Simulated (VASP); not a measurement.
Method: PBE GGA, VASP's PBE PAW potentials (set 64) (plane waves; VASP).

VASP ran on this input.

### POSCAR
```
Eu
3.9341790
 -0.5773502337   0.5773502337   0.5773502337
  0.5773502337  -0.5773502337   0.5773502337
  0.5773502337   0.5773502337  -0.5773502337
Eu
1
direct
  0.0000000000   0.0000000000   0.0000000000
```

### INCAR
```
SYSTEM = Eu
PREC = Accurate; ENCUT = 520; LREAL = F
LASPH = T
EDIFF = 1E-7; NELM = 100; ALGO = Normal
LMAXMIX = 6
ISMEAR = 1; SIGMA = 0.1
GGA = PE
ISIF = 2
LWAVE = F; LCHARG = F
```

### KPOINTS
```
Automatic mesh
0
G
  12 12 12
```

POTCAR, in this order: Eu_2 (PBE.64 set). Program: vasp_std.

The run wrote:

OSZICAR:
```
       N       E                     dE             d eps       ncg     rms          rms(c)
DAV:   1     0.112786776364E+02    0.11279E+02   -0.38101E+03  1176   0.810E+02
DAV:   2    -0.162341016852E+01   -0.12902E+02   -0.12719E+02  1664   0.117E+02
DAV:   3    -0.183348265106E+01   -0.21007E+00   -0.19371E+00  1584   0.103E+01
DAV:   4    -0.183559660927E+01   -0.21140E-02   -0.21136E-02  1848   0.157E+00
DAV:   5    -0.183560143819E+01   -0.48289E-05   -0.48292E-05  1616   0.634E-02    0.652E+00
DAV:   6    -0.184768339858E+01   -0.12082E-01   -0.15232E-03  1840   0.413E-01    0.389E+00
DAV:   7    -0.185452438631E+01   -0.68410E-02   -0.37446E-03  1776   0.615E-01    0.579E-02
DAV:   8    -0.185456374531E+01   -0.39359E-04   -0.12285E-04  1864   0.935E-02    0.154E-02
DAV:   9    -0.185457068457E+01   -0.69393E-05   -0.78152E-06  1848   0.227E-02    0.577E-03
DAV:  10    -0.185457051437E+01    0.17019E-06   -0.16703E-06  1808   0.102E-02    0.137E-03
DAV:  11    -0.185457062346E+01   -0.10909E-06   -0.29218E-08  1032   0.153E-03    0.636E-04
DAV:  12    -0.185457071898E+01   -0.95518E-07   -0.39795E-09   824   0.673E-04
   1 F= -.18545707E+01 E0= -.18541340E+01  d E =-.131009E-02
```

OUTCAR:
```
------------------------ aborting loop because EDIFF is reached ----------------------------------------
  FORCE on cell =-STRESS in cart. coord.  units (eV):
  Direction    XX          YY          ZZ          XY          YZ          ZX
  --------------------------------------------------------------------------------------
  Total       -0.2155258     -0.2155258     -0.2155258      0.0000000      0.0000000     -0.0000000
  in kB       -7.3666393     -7.3666393     -7.3666393      0.0000000      0.0000000     -0.0000000
  external PRESSURE =      -7.3666393 kB  Pullay stress =       0.0000000 kB
  volume of cell :       46.87
      direct lattice vectors                 reciprocal lattice vectors
    -2.271399165  2.271399165  2.271399165     0.000000000  0.220128636  0.220128636
     2.271399165 -2.271399165  2.271399165     0.220128636  0.000000000  0.220128636
     2.271399165  2.271399165 -2.271399165     0.220128636  0.220128636  0.000000000
 POSITION                                       TOTAL-FORCE (eV/Angst)
 -----------------------------------------------------------------------------------
      0.00000      0.00000      0.00000        -0.000000      0.000000      0.000000
 -----------------------------------------------------------------------------------
    total drift:                               -0.000000     -0.000000      0.000000
  FREE ENERGIE OF THE ION-ELECTRON SYSTEM (eV)
  ---------------------------------------------------
  free  energy   TOTEN  =        -1.8545707190 eV

  energy  without entropy=       -1.8532606326  energy(sigma->0) =       -1.85413402
```
(Selected blocks of OUTCAR.)

The 4f electrons are frozen in the core of the lanthanide potential, so 4f levels, which can set the real gap, and their magnetism are missing.

The compound is Eu in the bcc structure. This cell is one point of a volume scan, at 1.06 of the reference volume.
